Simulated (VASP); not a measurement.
Input:

```
TiO2
1.0
    4.64511     0.00000     0.00000
    0.00000     4.64511     0.00000
    0.00000     0.00000     2.96923
Ti O
2 4
Direct
  0.00000   0.00000   0.00000
  0.50000   0.50000   0.50000
  0.30495   0.30495   0.00000
  0.80495   0.19505   0.50000
  0.19505   0.80495   0.50000
  0.69505   0.69505   0.00000
```

Level of theory: PBE GGA, VASP's PBE PAW potentials (set 64) (plane waves; VASP). Run with 520 eV cut-off, 6×6×8 Γ-centred mesh, tetrahedra with Blöchl corrections, potentials Ti_sv O.

The cores are frozen, which limits the accuracy of field gradients.

Problem. Give the principal components of the electric field gradient (V/Å²) and the asymmetry η at each nucleus.

Solution. 
```csv
atom,Vxx,Vyy,Vzz,η
Ti1,18.5,3.8,-22.3,0.66
Ti2,18.5,3.8,-22.3,0.66
O3,-22.5,-1.9,24.4,0.85
O4,-22.5,-1.9,24.4,0.85
O5,-22.5,-1.9,24.4,0.85
O6,-22.5,-1.9,24.4,0.85
```

The compound is TiO2 in the rutile structure. It was relaxed first.
